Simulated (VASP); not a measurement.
All values below come from PBE GGA, VASP's PBE PAW potentials (set 64) (plane waves; VASP).

Input for VASP

**KPOINTS**
```
Automatic
0
gamma
  7 7 7
```

**INCAR**
```
ALGO = Normal   # blocked Davidson
NSW = 60   # most ionic steps
EDIFFG = -0.01   # ionic stop
ISMEAR = 0   # Gaussian
LCHARG = .FALSE.
SIGMA = 0.05   # width (eV)
GGA = PE   # PBE
SYSTEM = InP
LASPH = .TRUE.
LREAL = .FALSE.
LWAVE = .FALSE.
PREC = Accurate
IBRION = 2   # conjugate gradients
ENCUT = 400   # plane-wave cut-off (eV)
ISIF = 3   # ions, shape and volume
LMAXMIX = 4   # l cut-off of mixed one-centre charges
NELM = 100   # most electronic steps
EDIFF = 1E-6   # SCF stop (eV)
```

File POSCAR:
```
InP
1
    0.0000000000     2.9782762820     2.9782762820
    2.9782762820    -0.0000000000     2.9782762820
    2.9782762820     2.9782762820     0.0000000000
In P
1 1
Direct
  0.0000000000   0.0000000000   0.0000000000
  0.2500000000   0.2500000000   0.2500000000
```

POTCAR, in this order: In_d P (PBE.64 set). Program: vasp_std.

Output of the run:

### OSZICAR
```
       N       E                     dE             d eps       ncg     rms          rms(c)
DAV:   1     0.101366006630E+03    0.10137E+03   -0.74352E+03   520   0.121E+03
DAV:   2    -0.153060085594E+01   -0.10290E+03   -0.10039E+03   550   0.294E+02
DAV:   3    -0.859779197226E+01   -0.70672E+01   -0.70135E+01   665   0.852E+01
DAV:   4    -0.879860979365E+01   -0.20082E+00   -0.20070E+00   656   0.160E+01
DAV:   5    -0.880661346353E+01   -0.80037E-02   -0.80035E-02   729   0.265E+00    0.526E+00
DAV:   6    -0.842526275058E+01    0.38135E+00   -0.74714E-01   765   0.150E+01    0.325E+00
DAV:   7    -0.840192823961E+01    0.23335E-01   -0.18601E-01   708   0.358E+00    0.120E+00
DAV:   8    -0.840238553056E+01   -0.45729E-03   -0.15224E-02   657   0.177E+00    0.333E-01
DAV:   9    -0.840316681439E+01   -0.78128E-03   -0.22806E-03   648   0.688E-01    0.191E-01
DAV:  10    -0.840321192918E+01   -0.45115E-04   -0.19972E-04   703   0.122E-01    0.132E-01
DAV:  11    -0.840326473950E+01   -0.52810E-04   -0.37271E-05   600   0.454E-02    0.489E-02
DAV:  12    -0.840328150664E+01   -0.16767E-04   -0.46658E-05   611   0.113E-01    0.211E-02
DAV:  13    -0.840328176313E+01   -0.25649E-06   -0.21576E-06   557   0.146E-02
   1 F= -.84032818E+01 E0= -.84032818E+01  d E =-.840328E+01
```

### OUTCAR
```
------------------------ aborting loop because EDIFF is reached ----------------------------------------
  FORCE on cell =-STRESS in cart. coord.  units (eV):
  Direction    XX          YY          ZZ          XY          YZ          ZX
  --------------------------------------------------------------------------------------
  Total        0.0026648      0.0026648      0.0026648      0.0000000     -0.0000000     -0.0000000
  in kB        0.0808071      0.0808071      0.0808071      0.0000000     -0.0000000     -0.0000000
  external PRESSURE =       0.0808071 kB  Pullay stress =       0.0000000 kB
  volume of cell :       52.84
      direct lattice vectors                 reciprocal lattice vectors
     0.000000000  2.978276282  2.978276282    -0.167882343  0.167882343  0.167882343
     2.978276282  0.000000000  2.978276282     0.167882343 -0.167882343  0.167882343
     2.978276282  2.978276282  0.000000000     0.167882343  0.167882343 -0.167882343
  FREE ENERGIE OF THE ION-ELECTRON SYSTEM (eV)
  ---------------------------------------------------
  free  energy   TOTEN  =        -8.4032817631 eV

  energy  without entropy=       -8.4032817631  energy(sigma->0) =       -8.40328176

 reached required accuracy - stopping structural energy minimisation
```
(Selected blocks of OUTCAR.)

The structure comes from a computed database's InP entry (F-43m); how it stands against other phases isn't given here. It was relaxed first. The start is the result of an earlier pass.
